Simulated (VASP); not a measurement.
Calculation: PBE GGA with D3 dispersion (Becke-Johnson damping), VASP's PBE PAW potentials (set 64) (plane waves; VASP).

The input files of a VASP run:

INCAR:
```
ALGO = Normal
EDIFF = 1E-6
ENCUT = 400
GGA = PE
ISIF = 2
ISMEAR = 1
IVDW = 12
LASPH = .True.
LCHARG = .False.
LMAXMIX = 6
LREAL = .False.
LWAVE = .False.
NELM = 100
PREC = Accurate
SIGMA = 0.1
SYSTEM = Lu
```

**KPOINTS**
```
Automatic mesh
0
gamma
 11 11 6
```

File POSCAR:
```
Lu
1
    1.7201710000    -3.0037420000     0.0000000000
    1.7201710000     3.0037420000     0.0000000000
    0.0000000000     0.0000000000     5.4228580000
Lu
2
Direct
  0.3333330000   0.6666670000   0.2500000000
  0.6927990000   0.3594650000   0.7500000000
```

POTCAR, in this order: Lu_3 (PBE.64 set). Program: vasp_std.

What will the output report for the number of irreducible k-points (NKPTS), number of bands (NBANDS), largest plane-wave count, number of space-group operations, FFT grid (NGX, NGY, NGZ)?

The number of irreducible k-points (NKPTS) comes out as 244 and the number of bands (NBANDS) is 13. The largest plane-wave count is 1035 and the number of space-group operations is 4. The FFT grid (NGX, NGY, NGZ) is 24 × 24 × 36.

The compound is Lu in the hcp structure. The cell was not relaxed at this level, atoms are displaced from their ideal sites. The run is one of a series of settings (IVDW = 12 against the base run), some of them coarse on purpose.
